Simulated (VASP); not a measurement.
Given:

```
CELL_PARAMETERS angstrom
     -1.60500     1.60500     3.92500
      1.60500    -1.60500     3.92500
      1.60500     1.60500    -3.92500
ATOMIC_POSITIONS crystal
  Si 0.66500 0.66500 0.00000
  Si 0.33500 0.33500 0.00000
  Mo 0.00000 0.00000 0.00000
```

All values below come from PBE GGA, VASP's PBE PAW potentials (set 64) (plane waves; VASP 6.6.1). Settings: 400 eV cut-off, 12×12×12 Γ-centred mesh, first-order Methfessel-Paxton smearing of 0.10 eV, potentials Si Mo_sv.

Problem. Give the stress tensor in GPa (positive for a compressed cell).

Solution. 
```
1.11  0.00  0.00
0.00  1.11  0.00
0.00  0.00  1.67
```
The pressure is its mean diagonal, 1.30 GPa.

The compound is MoSi2 in the MoSi2 type structure. The cell was not relaxed at this level.
